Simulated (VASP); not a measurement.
Consider the following.

```xyz
4
Lattice="4.0490 0.0000 0.0000 0.0000 4.0490 0.0000 0.0000 0.0000 5.0480" Properties=species:S:1:pos:R:3 pbc="T T T"
Pb     2.0245     0.0000     3.8569
Pb     0.0000     2.0245     1.1911
O      2.0245     2.0245     0.0000
O      0.0000     0.0000     0.0000
```

Computed with optB88-vdW, VASP's PBE PAW potentials (set 64) (plane waves; VASP 6.6.1). Run with 580 eV cut-off, 5×5×4 Γ-centred mesh, Gaussian smearing of 0.050 eV, potentials Pb_d O.

What does the run give for the energy per atom (σ→0)?

```
Item                            Value
---------------------  --------------
energy per atom (σ→0)  -3.014 eV/atom
```

Total energies compare only between runs with the same potentials, cut-off and functional.

The compound is PbO in the litharge structure. It was relaxed first. The start is the result of an earlier pass.
